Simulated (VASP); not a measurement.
# SiB6 (Pm-3m) in VASP: notebook

The runs below take SiB6 through relaxation of cell and atoms, with PBE.

Everything below comes from runs of VASP 6.6.1. Logs are shortened: lines on timing, memory, paths and dates and some standing lists are left out, and cuts for length are marked.

## (1) The structure

It takes space group Pm-3m (No. 221, cubic). The conventional cell has a = 4.130 Å, b = 4.130 Å, c = 4.130 Å, α = 90.00°, β = 90.00°, γ = 90.00°. Si (site symmetry m-3m) is surrounded by 24 B at 3.05 Å. B (site symmetry 4mm) has 5 B at 1.69 to 1.73 Å as nearest neighbours.

## (2) Relaxation of cell and atoms, PBE

Contents of INCAR:

```
SYSTEM = SiB6
PREC = Accurate
ENCUT = 520
EDIFF = 1E-6
ISMEAR = 0
SIGMA = 0.1
LREAL = .False.
LASPH = .True.
NELM = 120
ALGO = Normal
ISIF = 3
LWAVE = .False.
LCHARG = .False.
GGA = PE
IBRION = 2
NSW = 90
EDIFFG = -0.01
KPAR = 4
```

Contents of KPOINTS:

```
regular mesh
0
Gamma
  7 7 7
  0 0 0
```

Contents of POSCAR:

```
SiB6
1.0
    4.1300000000      0.0000000000      0.0000000000
    0.0000000000      4.1300000000      0.0000000000
    0.0000000000      0.0000000000      4.1300000000
Si B
1 6
Direct
    0.0000000000      0.0000000000      0.0000000000
    0.2100000000      0.5000000000      0.5000000000
    0.5000000000      0.2100000000      0.5000000000
    0.7900000000      0.5000000000      0.5000000000
    0.5000000000      0.7900000000      0.5000000000
    0.5000000000      0.5000000000      0.2100000000
    0.5000000000      0.5000000000      0.7900000000
```

Potentials or basis: VASP PAW PBE potentials, release 64 (Si, B).

Launch:

```bash
$ cat potpaw_PBE.64/Si/POTCAR potpaw_PBE.64/B/POTCAR > POTCAR
$ mpirun -np 4 vasp_std > vasp.out
```

OUTCAR:

```text
SYSTEM = SiB6
   PREC = Accurate
   ENCUT = 520
   EDIFF = 1E-6
   ISMEAR = 0
   LREAL = .False.
   LASPH = .True.
   NELM = 120
   ISIF = 3
   GGA = PE
   IBRION = 2
   NSW = 90
   EDIFFG = -0.01

 ion  position               nearest neighbor table
   1  0.000  0.000  0.000-
   2  0.210  0.500  0.500-   3 1.69   5 1.69   6 1.69   7 1.69   4 1.73
   3  0.500  0.210  0.500-   2 1.69   4 1.69   6 1.69   7 1.69   5 1.73
   4  0.790  0.500  0.500-   3 1.69   5 1.69   6 1.69   7 1.69   2 1.73
   5  0.500  0.790  0.500-   2 1.69   4 1.69   6 1.69   7 1.69   3 1.73
   6  0.500  0.500  0.210-   2 1.69   3 1.69   4 1.69   5 1.69   7 1.73
   7  0.500  0.500  0.790-   2 1.69   3 1.69   4 1.69   5 1.69   6 1.73

  LATTYP: Found a simple cubic cell.
 ALAT       =     4.1300000000

  Lattice vectors:

 A1 = (   4.1300000000,   0.0000000000,   0.0000000000)
 A2 = (   0.0000000000,   4.1300000000,   0.0000000000)
 A3 = (   0.0000000000,   0.0000000000,   4.1300000000)

Analysis of symmetry for initial positions (statically):
=====================================================================
 Subroutine PRICEL returns:
 Original cell was already a primitive cell.

 Routine SETGRP: Setting up the symmetry group for a
 simple cubic supercell.

 Subroutine GETGRP returns: Found 48 space group operations
 (whereof 48 operations were pure point group operations)
 out of a pool of 48 trial point group operations.

The static configuration has the point symmetry O_h .

Analysis of symmetry for dynamics (positions and initial velocities):
=====================================================================
 Subroutine PRICEL returns:
 Original cell was already a primitive cell.

 Routine SETGRP: Setting up the symmetry group for a
 simple cubic supercell.

 Subroutine GETGRP returns: Found 48 space group operations
 (whereof 48 operations were pure point group operations)
 out of a pool of 48 trial point group operations.

The dynamic configuration has the point symmetry O_h .

 Subroutine INISYM returns: Found 48 space group operations
 (whereof 48 operations are pure point group operations),
 and found     1 'primitive' translations

----------------------------------------------------------------------------------------

                                     Primitive cell

  volume of cell :      70.4450

  direct lattice vectors                    reciprocal lattice vectors
     4.130000000  0.000000000  0.000000000     0.242130751  0.000000000  0.000000000
     0.000000000  4.130000000  0.000000000     0.000000000  0.242130751  0.000000000
     0.000000000  0.000000000  4.130000000     0.000000000  0.000000000  0.242130751

  length of vectors
     4.130000000  4.130000000  4.130000000     0.242130751  0.242130751  0.242130751

  position of ions in fractional coordinates (direct lattice)
     0.000000000  0.000000000  0.000000000
     0.210000000  0.500000000  0.500000000
     0.500000000  0.210000000  0.500000000
     0.790000000  0.500000000  0.500000000
     0.500000000  0.790000000  0.500000000
     0.500000000  0.500000000  0.210000000
     0.500000000  0.500000000  0.790000000

  ion indices of the primitive-cell ions
   primitive index   ion index
                 1           1
                 2           2
                 3           3
                 4           4
                 5           5
                 6           6
                 7           7

----------------------------------------------------------------------------------------

 KPOINTS: regular mesh

Automatic generation of k-mesh.
 Grid dimensions read from file:
 generate k-points for:    7    7    7

 Generating k-lattice:

  Cartesian coordinates                     Fractional coordinates (reciprocal lattice)
     0.034590107  0.000000000  0.000000000     0.142857143  0.000000000  0.000000000
     0.000000000  0.034590107  0.000000000     0.000000000  0.142857143  0.000000000
     0.000000000  0.000000000  0.034590107     0.000000000  0.000000000  0.142857143

  Length of vectors
     0.034590107  0.034590107  0.034590107

  Shift w.r.t. Gamma in fractional coordinates (k-lattice)
     0.000000000  0.000000000  0.000000000

 Subroutine IBZKPT returns following result:
 ===========================================

 Found     20 irreducible k-points:

 Following reciprocal coordinates:
            Coordinates               Weight
  0.000000  0.000000  0.000000      1.000000
  0.142857  0.000000  0.000000      6.000000
  0.285714  0.000000  0.000000      6.000000
  0.428571  0.000000  0.000000      6.000000
  0.142857  0.142857  0.000000     12.000000
  0.285714  0.142857  0.000000     24.000000
[... 12 lines left out ...]
  0.428571  0.428571  0.285714     24.000000
  0.428571  0.428571  0.428571      8.000000
   k-points           NKPTS =     20   k-points in BZ     NKDIM =     20   number of bands    NBANDS=     15
   number of dos      NEDOS =    301   number of ions     NIONS =      7
   total plane-waves  NPLWV =  32768
   dimension x,y,z NGX =    32 NGY =   32 NGZ =   32
   dimension x,y,z NGXF=    64 NGYF=   64 NGZF=   64
   ions per type =               1   6
   NGX,Y,Z   is equivalent  to a cutoff of  12.88, 12.88, 12.88 a.u.
   NGXF,Y,Z  is equivalent  to a cutoff of  25.76, 25.76, 25.76 a.u.
 SYSTEM =  SiB6
   PREC   = accura    normal or accurate (medium, high low for compatibility)
   ISTART =      0    job   : 0-new  1-cont  2-samecut
   ICHARG =      2    charge: 1-file 2-atom 10-const
   ISPIN  =      1    spin polarized calculation?
   LNONCOLLINEAR =      F non collinear calculations
   LSORBIT =      F    spin-orbit coupling
   LASPH  =      T    aspherical Exc in radial PAW
   ENCUT  =  520.0 eV  38.22 Ry    6.18 a.u.   7.68  7.68  7.68*2*pi/ulx,y,z
   NELM   =    120;   NELMIN=  2; NELMDL= -5     # of ELM steps
   EDIFF  = 0.1E-05   stopping-criterion for ELM
   LREAL  =      F    real-space projection
   EDIFFG = -.1E-01   stopping-criterion for IOM
   NSW    =     90    number of steps for IOM
   IBRION =      2    ionic relax: 0-MD 1-quasi-New 2-CG
   NFREE  =      1    steps in history (QN), initial steepest desc. (CG)
   ISIF   =      3    stress and relaxation
   ISYM   =      2    0-nonsym 1-usesym 2-fastsym
   POTIM  = 0.5000    time-step for ionic-motion
   TEBEG  =    0.0;   TEEND  =   0.0 temperature during run
   PSTRESS=    0.0 pullay stress
   NELECT =      22.0000    total number of electrons
   NUPDOWN=      -1.0000    fix difference up-down
   EMIN   =  10.00;   EMAX   =-10.00  energy-range for DOS
   EFERMI =   0.00;   METHOD = LEGACY
   ISMEAR =     0;   SIGMA  =   0.10  broadening in eV -4-tet -1-fermi 0-gaus
   EFERMI_NEDOS =   21; number of points for ismear=-14 and -15
   IALGO  =     38    algorithm
   IMIX   =      4    mixing-type and parameters
     AMIX     =   0.40;   BMIX     =  1.00
     AMIX_MAG =   1.60;   BMIX_MAG =  1.00
  volume/ion in A,a.u.               =      10.06        67.91
  Fermi-wavevector in a.u.,A,eV,Ry     =   1.110706  2.098929 16.785061  1.233667
  Thomas-Fermi vector in A             =   2.247260
   LORBIT       =      0    0 simple, 1 ext, 2 COOP (PROOUT), +10 PAW based schemes
   GGA     = PE    functional components
   LHFCALC =     F    Hartree Fock is set to
   AEXX    =    0.0000 exact exchange contribution
   IVDW    =     0    specifies the selected vdW correction
   LEPSILON=     F    determine dielectric tensor
   LRPA    =     F    only Hartree local field effects (RPA)
 conjugate gradient relaxation of ions
 non-spin polarized calculation
 Gauss-broadening in eV      SIGMA  =   0.10
  energy-cutoff  :      520.00
  volume of cell :       70.44
 maximum number of plane-waves:      1916
 NGX is ok and might be reduce to    32
   NGX = 15   NGY = 15   NGZ = 15

--------------------------------------- Ionic step        1  -------------------------------------------

 number of electron      22.0000000 magnetization

 Free energy of the ion-electron system (eV)
  ---------------------------------------------------
  ext. energy  EPLUGINS =         0.00000000
  ---------------------------------------------------
  free energy    TOTEN  =       -42.12906321 eV

  energy without entropy =      -42.12905758  energy(sigma->0) =      -42.12906040

------------------------ aborting loop because EDIFF is reached ----------------------------------------

  FORCE on cell =-STRESS in cart. coord.  units (eV):
  Direction    XX          YY          ZZ          XY          YZ          ZX
  --------------------------------------------------------------------------------------
  -------------------------------------------------------------------------------------
  Total        1.7876995      1.7876995      1.7876995     -0.0000000      0.0000000     -0.0000000
  in kB       40.6588360     40.6588360     40.6588360     -0.0000000      0.0000000     -0.0000000
  external PRESSURE =      40.6588360 kB  Pullay stress =       0.0000000 kB
[... 313 lines left out ...]
  energy  without entropy=      -42.4593092869  energy(sigma->0) =      -42.46051439

--------------------------------------- Ionic step        9  -------------------------------------------

 number of electron      22.0000000 magnetization

 Free energy of the ion-electron system (eV)
  ---------------------------------------------------
  ext. energy  EPLUGINS =         0.00000000
  ---------------------------------------------------
  free energy    TOTEN  =       -42.46176881 eV

  energy without entropy =      -42.45942589  energy(sigma->0) =      -42.46059735

 E-fermi :   5.2682     XC(G=0): -10.5485

 val. band max:        5.2276009246   @ k =   0.4286   0.0000   0.0000
 cond. band min:       5.3364774773   @ k =   0.4286   0.4286   0.0000
 fundamental gap:      0.1088765527
 Fermi energy:         5.2681914612

 k-point     1 :       0.0000    0.0000    0.0000
  band No.  band energies     occupation
      1      -9.6056      2.00000
      2      -3.7072      2.00000
      3      -1.8229      2.00000
      4      -1.8229      2.00000
      5      -1.8229      2.00000
      6      -0.1245      2.00000
      7      -0.1245      2.00000
      8       1.5961      2.00000
      9       5.0227      1.99948
     10       5.0227      1.99948
     11       5.0227      1.99948
     12       6.3997      0.00000
     13       6.3997      0.00000
     14       6.3997      0.00000
     15       8.0156      0.00000
[... 374 lines left out ...]
  FREE ENERGIE OF THE ION-ELECTRON SYSTEM (eV)
  ---------------------------------------------------
  free  energy   TOTEN  =       -42.4617688113 eV

  energy  without entropy=      -42.4594258919  energy(sigma->0) =      -42.46059735

 reached required accuracy - stopping structural energy minimisation
```

Run time: 46 s. Hardware: 4 MPI ranks of Intel Xeon Platinum 8259CL at 2.50GHz (Skylake/Cascade Lake), shared host; peak memory 0.18 GiB.

Results:

```yaml
Free_energy: -42.4618 eV
Relaxed_volume: 10.08 Å³/atom
Relaxed_cell: a = 4.133 Å, b = 4.133 Å, c = 4.133 Å, α = 90.00°, β = 90.00°, γ = 90.00°
Space_group_after_relaxing_to_0.05_Å: Pm-3m (No. 221)
Energy_gained_by_relaxing: 47.5 meV/atom
Ionic_steps: 9
Pressure_after_relaxing: 0.0 GPa
Band_gap_on_the_k_mesh: 0.11 eV, indirect (least direct gap 0.75 eV)
```

The path:
```tsv
step	energy change (eV)	largest force (eV/Å)	pressure (GPa)	volume (Å³)
1	0.0000	2.7062	4.07	70.44
2	1.3920	6.4538	-1.96	73.08
3	-0.3294	0.0966	-1.46	71.26
4	-0.3301	0.0211	-1.30	71.22
5	-0.3300	0.0712	-1.22	71.21
6	-0.3326	0.0099	0.23	70.49
7	-0.3327	0.0189	0.04	70.58
8	-0.3327	0.0319	-0.06	70.61
9	-0.3327	0.0006	0.00	70.59
```

Final structure:
```cif
data_structure
_symmetry_space_group_name_H-M 'P 1'
_symmetry_Int_Tables_number 1
_cell_length_a 4.1329
_cell_length_b 4.1329
_cell_length_c 4.1329
_cell_angle_alpha 90.000
_cell_angle_beta 90.000
_cell_angle_gamma 90.000
_cell_volume 70.59
loop_
_atom_site_label
_atom_site_type_symbol
_atom_site_fract_x
_atom_site_fract_y
_atom_site_fract_z
_atom_site_occupancy
Si1 Si 0.00000 0.00000 0.00000 1
B1 B 0.20013 0.50000 0.50000 1
B2 B 0.50000 0.20013 0.50000 1
B3 B 0.79987 0.50000 0.50000 1
B4 B 0.50000 0.79987 0.50000 1
B5 B 0.50000 0.50000 0.20013 1
B6 B 0.50000 0.50000 0.79987 1
```

Levels at points of the mesh, in eV from the valence-band top:
| k point | band 8 | band 9 | band 10 | band 11 | band 12 | band 13 | band 14 | band 15 |
| --- | --- | --- | --- | --- | --- | --- | --- | --- |
| (0.00, 0.00, 0.00) | -3.63 | -0.20 | -0.20 | -0.20 | 1.17 | 1.17 | 1.17 | 2.79 |

Caveat: an odd mesh through Γ misses points on the zone boundary, where band edges often lie. PBE gaps usually lie below the measured ones, often by a third to a half.

## (3) Relaxation of cell and atoms, PBE

This run uses another cell than the first one, of 10.08 Å³/atom, 1.002 times its volume.

INCAR, as its differences from that of step 2:

```diff
@@ -3,3 +3,3 @@
 ENCUT = 520
-EDIFF = 1E-6
+EDIFF = 1E-7
 ISMEAR = 0
@@ -15,4 +15,5 @@
 IBRION = 2
-NSW = 90
-EDIFFG = -0.01
+NSW = 60
+EDIFFG = -0.005
+POTIM = 0.3
 KPAR = 4
```

KPOINTS is that of step 2.

Contents of POSCAR:

```
SiB6                                    
1.0
    4.1328759291     -0.0000000000     -0.0000000000
   -0.0000000000      4.1328759291     -0.0000000000
    0.0000000000      0.0000000000      4.1328759291
  Si              B             
     1     6
Direct
     0.0000000000000000    0.0000000000000000    0.0000000000000000
     0.2001327203871940    0.5000000000000000    0.5000000000000000
     0.5000000000000000    0.2001327203871940    0.5000000000000000
     0.7998672796128060    0.5000000000000000    0.5000000000000000
     0.5000000000000000    0.7998672796128060    0.5000000000000000
     0.5000000000000000    0.5000000000000000    0.2001327203871940
     0.5000000000000000    0.5000000000000000    0.7998672796128060
```

Potentials or basis: VASP PAW PBE potentials, release 64 (Si, B).

Launch:

```bash
$ cat potpaw_PBE.64/Si/POTCAR potpaw_PBE.64/B/POTCAR > POTCAR
$ mpirun -np 4 vasp_std > vasp.out
```

Wall time 13 s (4 MPI ranks of Intel Xeon Platinum 8259CL at 2.50GHz (Skylake/Cascade Lake), shared host); peak memory 0.17 GiB.

The run converged. Its results:

- Free energy: -42.4618 eV
- Pressure after relaxing: 0.0 GPa
- Band gap on the k mesh: 0.11 eV, indirect (least direct gap 0.75 eV)

Final structure:
```
Si B
1.0
     4.13288    0.00000    0.00000
     0.00000    4.13288    0.00000
     0.00000    0.00000    4.13288
Si B
1 6
Direct
  0.00000 0.00000 0.00000
  0.20013 0.50000 0.50000
  0.50000 0.20013 0.50000
  0.79987 0.50000 0.50000
  0.50000 0.79987 0.50000
  0.50000 0.50000 0.20013
  0.50000 0.50000 0.79987
```

Levels at points of the mesh, in eV from the valence-band top:
```tsv
k point	band 8	band 9	band 10	band 11	band 12	band 13	band 14	band 15
(0.00, 0.00, 0.00)	-3.63	-0.21	-0.21	-0.21	1.17	1.17	1.17	2.79
```

Caveat: the relaxation stopped at its first step, so nothing moved; an odd mesh through Γ misses points on the zone boundary, where band edges often lie. PBE gaps usually lie below the measured ones, often by a third to a half.
